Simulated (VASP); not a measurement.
These are PBEsol GGA, VASP's PBE PAW potentials (set 64) (plane waves; VASP 6.6.1) values and carry that method's errors.

The input files of a VASP run:

### INCAR
```
ISMEAR = 1   ! Methfessel-Paxton
LWAVE = .FALSE.
IBRION = 2   ! conjugate gradients
PREC = Accurate
LASPH = .TRUE.   ! aspherical one-centre terms
SIGMA = 0.1   ! width (eV)
GGA = PS   ! PBEsol
EDIFFG = -0.02
NELM = 100   ! most electronic steps
PSTRESS = 450   ! kbar
LCHARG = .FALSE.
ENCUT = 500
LMAXMIX = 4
LREAL = .FALSE.   ! projection in real space or not
ALGO = Normal   ! blocked Davidson
SYSTEM = SrTe
NSW = 40   ! most ionic steps
ISIF = 3   ! ions, shape and volume
EDIFF = 1E-6   ! SCF stop (eV)
```

### KPOINTS
```
kpoints
0
G
 10 10 10
0 0 0
```

**POSCAR**
```
SrTe
1
    3.5657481736     0.0000000000     0.0000000000
    0.0000000000     3.5657481736     0.0000000000
    0.0000000000     0.0000000000     3.5657481736
Sr Te
1 1
Direct
  0.0000000000   0.0000000000   0.0000000000
  0.5000000000   0.5000000000   0.5000000000
```

POTCAR, in this order: Sr_sv Te (PBE.64 set). Program: vasp_std.

Problem. What will the output report for the number of irreducible k-points (NKPTS), largest plane-wave count, number of space-group operations, FFT grid (NGX, NGY, NGZ)?

Solution. 
- number of irreducible k-points (NKPTS): 56
- largest plane-wave count: 1189
- number of space-group operations: 48
- FFT grid (NGX, NGY, NGZ): 28 × 28 × 28

The structure was generated: SrTe was put into the CsCl type type (Pm-3m), which need not be its known phase. This run relaxes it under an external pressure of 45 GPa. Symmetry was kept, so distortions that lower it aren't found.
